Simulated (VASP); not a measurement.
These are PBE GGA, VASP's PBE PAW potentials (set 64) (plane waves; VASP 6.6.1) values and carry that method's errors.

The input files of a VASP run:

POSCAR:
```
FeP
1.0
  1.7564950000   1.0141130000   3.0062330000
 -1.7564950000   1.0141130000   3.0062330000
  0.0000000000  -2.0282260000   3.0062330000
Fe P
1 1
Cart
  0.0000000000   0.0000000000   6.8758561176
 -0.0000000000   0.0000000000   2.1428428824
```

**INCAR**
```
SYSTEM = FeP
PREC = Accurate
ENCUT = 400
EDIFF = 1E-6
NELM = 100
ALGO = Normal
LREAL = .FALSE.
LASPH = .TRUE.
ISMEAR = 0
SIGMA = 0.05
GGA = PE
LMAXMIX = 4
ISPIN = 2
MAGMOM = 4.0 0.0
LORBIT = 10
LWAVE = .FALSE.
LCHARG = .FALSE.
ISIF = 2
```

### KPOINTS
```
Automatic mesh
0
Gamma
7 7 7
0 0 0
```

POTCAR, in this order: Fe P (PBE.64 set). Program: vasp_std.

The resulting files:

File OSZICAR:
```
       N       E                     dE             d eps       ncg     rms          rms(c)
DAV:   1     0.461883245450E+02    0.46188E+02   -0.48504E+03  2112   0.878E+02
DAV:   2    -0.127197230107E+02   -0.58908E+02   -0.53501E+02  2148   0.185E+02
DAV:   3    -0.157067901510E+02   -0.29871E+01   -0.28804E+01  2624   0.482E+01
DAV:   4    -0.157669388960E+02   -0.60149E-01   -0.60081E-01  2472   0.673E+00
DAV:   5    -0.157685746681E+02   -0.16358E-02   -0.16355E-02  2736   0.118E+00    0.143E+01
DAV:   6    -0.195941149059E+02   -0.38255E+01   -0.57066E+01  2376   0.120E+02    0.351E+01
DAV:   7    -0.132103980752E+02    0.63837E+01   -0.40432E+01  2460   0.865E+01    0.456E+00
DAV:   8    -0.132509049274E+02   -0.40507E-01   -0.79128E-01  2416   0.797E+00    0.179E+00
DAV:   9    -0.132407769894E+02    0.10128E-01   -0.42747E-02  3052   0.323E+00    0.814E-01
DAV:  10    -0.132404728472E+02    0.30414E-03   -0.48925E-03  3240   0.784E-01    0.210E-01
DAV:  11    -0.132405379851E+02   -0.65138E-04   -0.61912E-04  2952   0.323E-01    0.133E-01
DAV:  12    -0.132404793829E+02    0.58602E-04   -0.23105E-04  3244   0.178E-01    0.658E-02
DAV:  13    -0.132404801909E+02   -0.80800E-06   -0.27240E-05  2716   0.506E-02    0.278E-02
DAV:  14    -0.132404815755E+02   -0.13847E-05   -0.62989E-06  2172   0.276E-02    0.841E-03
DAV:  15    -0.132404815094E+02    0.66142E-07   -0.18607E-06  1532   0.141E-02
   1 F= -.13240482E+02 E0= -.13239399E+02  d E =-.216564E-02  mag=     2.5897
```

**OUTCAR**
```
------------------------ aborting loop because EDIFF is reached ----------------------------------------
  FORCE on cell =-STRESS in cart. coord.  units (eV):
  Direction    XX          YY          ZZ          XY          YZ          ZX
  --------------------------------------------------------------------------------------
  Total       -2.7838366     -2.7838373     -3.2410072     -0.0000000     -0.0000000      0.0000000
  in kB     -138.8184404   -138.8184784   -161.6156557     -0.0000000     -0.0000000      0.0000000
  external PRESSURE =    -146.4175248 kB  Pullay stress =       0.0000000 kB
  volume of cell :       32.13
      direct lattice vectors                 reciprocal lattice vectors
     1.756495000  1.014113000  3.006233000     0.284657799  0.164347234  0.110880738
    -1.756495000  1.014113000  3.006233000    -0.284657799  0.164347234  0.110880738
     0.000000000 -2.028226000  3.006233000     0.000000000 -0.328694468  0.110880738
 POSITION                                       TOTAL-FORCE (eV/Angst)
 -----------------------------------------------------------------------------------
      0.00000      0.00000      6.87586         0.000000      0.000000     -0.181446
      0.00000      0.00000      2.14284         0.000000     -0.000000      0.181446
 -----------------------------------------------------------------------------------
    total drift:                                0.000000      0.000002     -0.000182
  FREE ENERGIE OF THE ION-ELECTRON SYSTEM (eV)
  ---------------------------------------------------
  free  energy   TOTEN  =       -13.2404815094 eV

  energy  without entropy=      -13.2383158714  energy(sigma->0) =      -13.23939869

 total charge

# of ion       s       p       d       tot
------------------------------------------
    1        0.372   0.357   6.176   6.904
    2        1.056   1.370   0.000   2.426
--------------------------------------------------
tot          1.427   1.727   6.176   9.330

 magnetization (x)

# of ion       s       p       d       tot
------------------------------------------
    1        0.059   0.030   2.510   2.599
    2        0.018  -0.055   0.000  -0.037
--------------------------------------------------
tot          0.077  -0.025   2.510   2.562
```
(Selected blocks of OUTCAR.)

OUTCAR:
```
 val. band max:        5.7331287836   @ k =   0.4286   0.4286   0.1429

 cond. band min:       5.7499786129   @ k =   0.4286   0.4286   0.1429


 Fermi energy:         5.7427907048

 spin component 1

 k-point     1 :       0.0000    0.0000    0.0000
  band No.  band energies     occupation
      1      -6.7724      1.00000
      2       2.5446      1.00000
      3       2.7284      1.00000
      4       2.7284      1.00000
      5       2.9192      1.00000
      6       2.9192      1.00000
      7       6.4361      0.00000
      8       6.9093      0.00000
      9       6.9093      0.00000
     10      11.3298      0.00000
     11      14.3194      0.00000
     12      15.1818      0.00000

 k-point     2 :       0.1429    0.0000   -0.0000
  band No.  band energies     occupation
      1      -6.4698      1.00000
      2       2.2740      1.00000
      3       2.6176      1.00000
      4       2.6861      1.00000
      5       2.8585      1.00000
      6       2.9029      1.00000
      7       5.5033      1.00000
      8       6.8865      0.00000
      9       7.1722      0.00000
     10      11.9931      0.00000
     11      14.2612      0.00000
     12      14.6034      0.00000

 k-point     3 :       0.2857    0.0000    0.0000
  band No.  band energies     occupation
      1      -5.6238      1.00000
      2       1.2445      1.00000
      3       2.1993      1.00000
      4       2.2081      1.00000
      5       3.0394      1.00000
      6       3.1347      1.00000
      7       4.1629      1.00000
      8       7.4670      0.00000
      9       7.7132      0.00000
     10      11.1824      0.00000
     11      13.1406      0.00000
     12      13.4609      0.00000

 k-point     4 :       0.4286    0.0000   -0.0000
  band No.  band energies     occupation
      1      -4.5794      1.00000
      2      -0.2986      1.00000
      3       1.8184      1.00000
      4       1.9070      1.00000
...
```

The structure was generated: FeP was put into the alpha-GeTe type (R3m), which need not be its known phase. The cell was not relaxed at this level. The k-mesh is coarse (spacing up to 0.31 per Å, 2π included), so the numbers may not be converged in it.
